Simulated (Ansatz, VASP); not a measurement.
# SbP in two plane-wave programs, part 2 of 2

Wanted: the spread between two codes on one cell, functional and k mesh. The cell is generated by rule, not measured, and may not be a known phase. The cell is taken from a series of runs on this material, whose earlier steps may have relaxed, scaled, displaced or heated it; both programs get it as it stands.

VASP 6.6.1 and Ansatz 0.2.0.

So far. Step 5 (Ansatz: single point, PBE, pair 2): The run ends at a pressure of 0.08 GPa, with forces up to 0.24 eV/Å. Step 6 (VASP: single point, PBE, pair 2): The run ends at a pressure of 0.08 GPa, with forces up to 0.24 eV/Å.

### Step 7. Differences

What differs besides the data sets and the points named for the pairs above, as far as they apply: the data sets hold 40 valence electrons in Ansatz (on its default PAW (the set named soft_2) files) and 20 in VASP. Total energies have different zeros and are not compared.

Compared:

| quantity | Ansatz | VASP | difference |
| --- | --- | --- | --- |
| pressure (GPa) | 0.08 | 0.08 | 0.00 |

Forces (eV/Å; atoms numbered as in POSCAR):

| atom | Ansatz x, y, z | VASP x, y, z |
| --- | --- | --- |
| Sb1 | 0.000, 0.236, 0.019 | 0.000, 0.239, 0.003 |
| Sb2 | 0.000, -0.236, 0.019 | 0.000, -0.239, 0.003 |
| P3 | 0.000, 0.224, -0.019 | 0.000, 0.229, -0.003 |
| P4 | 0.000, -0.224, -0.019 | 0.000, -0.229, -0.003 |

The forces differ by 9.7 meV/Å r.m.s., which is 7.2 % of the r.m.s. force of 0.135 eV/Å (both taken over all components).

### Step 8. VASP: single point, PBE, pair 3

With cell and atoms fixed, the geometry can't cause a difference; cores, projectors, grids and the points listed under the comparison can.

INCAR

```
SYSTEM = SbP
PREC = Accurate
ENCUT = 500
EDIFF = 1E-06
NELM = 120
ISMEAR = 1
SIGMA = 0.15
LREAL = .FALSE.
ALGO = Normal
GGA = PE
NBANDS = 16
LORBIT = 11
LWAVE = .FALSE.
LCHARG = .FALSE.
ISIF = 2
LASPH = .TRUE.
GGA_COMPAT = .FALSE.
KPAR = 2
```

POSCAR

```
SbP
1.0
    4.7795799860     -0.0000032685      0.0000000000
   -2.3897871623      4.1392393215      0.0000000000
    0.0000000000      0.0000000000      5.8717278375
Sb P
2 2
Direct
    0.3171324361      0.6342648722      0.9669264003
    0.6828675639      0.3657351278      0.4669264003
    0.3164220068      0.6328440137      0.4080735997
    0.6835779931      0.3671559863      0.9080735997
```

KPOINTS

```
Automatic mesh
0
Gamma
10 10 6
0 0 0
```

Potentials, in the order of the species: Sb and P (PBE family, release 64).

Launch:

```
$ mpirun -np 2 vasp_std
```

Numbers of over 12 decimals in the logs are rounded to 6 here.

Output:

```text
[... set-up lines as in an earlier step ...]
 entering main loop
       N       E                     dE             d eps       ncg     rms          rms(c)
DAV:   1     0.872227099735E+02    0.87223E+02   -0.71887E+03  3968   0.972E+02
DAV:   2    -0.116006300375E+02   -0.98823E+02   -0.95738E+02  5232   0.163E+02
DAV:   3    -0.182072818688E+02   -0.66067E+01   -0.65408E+01  5440   0.464E+01
DAV:   4    -0.182952762547E+02   -0.87994E-01   -0.87938E-01  4792   0.635E+00
[...]
DAV:  12    -0.178784715746E+02    0.21537E-05   -0.24970E-05  5360   0.283E-02    0.946E-03
DAV:  13    -0.178784767740E+02   -0.51994E-05   -0.13070E-05  4824   0.176E-02    0.482E-03
DAV:  14    -0.178784769675E+02   -0.19351E-06   -0.31339E-07  3616   0.346E-03
   1 F= -.17878477E+02 E0= -.17877949E+02  d E =-.158354E-02
```

From OUTCAR (step 8):

```text
  Total        1.5748436     -0.1228728     -0.7397263     -0.0000012      0.0000000      0.0000000
  in kB       21.7206091     -1.6946902    -10.2024767     -0.0000160      0.0000000      0.0000000
  external PRESSURE =       3.2744807 kB  Pullay stress =       0.0000000 kB

 POSITION                                       TOTAL-FORCE (eV/Angst)
 -----------------------------------------------------------------------------------
      0.00000      2.62537      5.67753         0.000000      0.569734      0.085969
      2.38979      1.51386      2.74166        -0.000000     -0.569734      0.085969
      0.00000      2.61949      2.39610         0.000000      0.533537     -0.085969
      2.38979      1.51974      5.33196        -0.000000     -0.533537     -0.085969
 -----------------------------------------------------------------------------------
    total drift:                                0.000000      0.000000      0.000669

  FREE ENERGIE OF THE ION-ELECTRON SYSTEM (eV)
  ---------------------------------------------------
  free  energy   TOTEN  =       -17.8784769675 eV

  energy  without entropy=      -17.8768934309  energy(sigma->0) =      -17.87794912

[... 2 parts as in an earlier step ...]

[... 1 further part left out ...]
[key lines of the parts left out:]
E-fermi :   5.1704
```

The run ends at a pressure of 0.33 GPa, with forces up to 0.58 eV/Å.

### Step 9. Ansatz: single point, PBE, pair 3

The same cell, functional, mesh and smearing now go to Ansatz, which takes its cutoff from its data sets.

The cell is taken from a series of runs on this material, whose earlier steps may have relaxed, scaled, displaced or heated it; both programs get it as it stands.

input.yaml

```yaml
crystal:
  lattice:
    - [4.779579986, -3.2685e-06, 0.0]
    - [-2.3897871623, 4.1392393215, 0.0]
    - [0.0, 0.0, 5.8717278375]
  atoms:
    - { symbol: Sb, position: [0.3171324361, 0.6342648722, 0.9669264003] }
    - { symbol: Sb, position: [0.6828675639, 0.3657351278, 0.4669264003] }
    - { symbol: P, position: [0.3164220068, 0.6328440137, 0.4080735997] }
    - { symbol: P, position: [0.6835779932, 0.3671559863, 0.9080735997] }
kpoints:
  mp_grid: { grid: [10, 10, 6] }
hamiltonian:
  xc: pbe
scf:
  occupations: { method: methfessel_paxton, width: 0.15 }
output:
  forces: true
  stress: true
  eigenvalues: true
```

Launch:

```
$ ansatz run input.yaml --threads 4 --pin off --max-ram 7168MiB --backend cpu --events-out ev --progress --plain --runs-dir out
```

Output:

```text
[...]
Crystal: 4 atoms, lattice volume = 116.165 Å³
Basis set: ecut = 420 eV, 2257 PW (Γ), exchange–correlation on 64×64×80 points (8 copies of the dense FFT grid, shifted against one another)
Bands: 24, of which v1, the nominal top of the filled ones, is band 20 counted from 1 (19 counted from 0)
Symmetry: 4 space group operations
[...]
k-points: 124 of 600 (time reversal used)
[...]
P = ⅓ Tr σ = 0.3150 GPa (3.150 kbar)
--- Band table (eV; the first three rows and the last of 124) ---
  k-point 0: bands = [... 16 lower, 3.8814, 4.2348, 4.8578, 5.6080, 6.4852, 7.8278, 8.3666, 10.4201]
  k-point 1: bands = [... 16 lower, 3.9879, 4.0421, 5.4644, 5.5095, 6.4818, 7.9649, 8.1319, 9.6119]
  k-point 2: bands = [... 16 lower, 3.5900, 4.2648, 5.1627, 6.0924, 6.6521, 7.6123, 8.3306, 8.4504]
  k-point 123: bands = [... 16 lower, 4.8437, 4.8437, 6.5087, 6.5087, 7.6606, 7.6606, 9.4453, 9.4453]
[key lines of the parts left out:]
SCF converged after 7 iterations
Free energy (F): -14479.200967 eV
Fermi energy:    6.975887 eV
```

The run ends at a pressure of 0.32 GPa, with forces up to 0.57 eV/Å.

### Step 10. Comparison

What differs besides the data sets and the points named for the pairs above, as far as they apply: the data sets hold 40 valence electrons in Ansatz (on its default PAW (the set named soft_2) files) and 20 in VASP. Total energies have different zeros and are not compared.

The two programs side by side:

| quantity | Ansatz | VASP | difference |
| --- | --- | --- | --- |
| pressure (GPa) | 0.32 | 0.33 | -0.01 |

Forces (eV/Å; atoms numbered as in POSCAR):

| atom | Ansatz x, y, z | VASP x, y, z |
| --- | --- | --- |
| Sb1 | 0.000, 0.564, 0.101 | 0.000, 0.570, 0.086 |
| Sb2 | 0.000, -0.564, 0.101 | 0.000, -0.570, 0.086 |
| P3 | 0.000, 0.524, -0.101 | 0.000, 0.534, -0.086 |
| P4 | 0.000, -0.524, -0.101 | 0.000, -0.534, -0.086 |

The forces differ by 10.0 meV/Å r.m.s., which is 3.1 % of the r.m.s. force of 0.323 eV/Å (both taken over all components).

### Step 11. What came out

```
r.m.s. force difference (single point, PBE, pair 1) : 0.53 meV/Å
r.m.s. force difference (single point, PBE, pair 2) : 9.7 meV/Å
r.m.s. force difference (single point, PBE, pair 3) : 3.1 % of the r.m.s. force
```

What this shows: The r.m.s. force difference is 3.1 % of the r.m.s. force (single point, PBE, pair 3), at about the 3 % picked in this series as the mark of a large difference. The data sets hold unlike numbers of valence electrons (40 in Ansatz and 20 in VASP), so part of the differences comes from the potentials. 5 further runs of this series are not shown here. How closely two codes agree says nothing of how well the functional describes the real material.

[Lines on the potential files, build, host, timing and source positions are cut from VASP's logs without a mark.]

[Logs are printed without paths, hosts, clocks, repeated set-up lines and the standing remarks that a program may print on its own settings, such as how far it seeks lower states.]

[Hosts, paths, dates, database ids (printed as entryN), source tags and the programs' standing remarks are cut or masked in the printed files.]
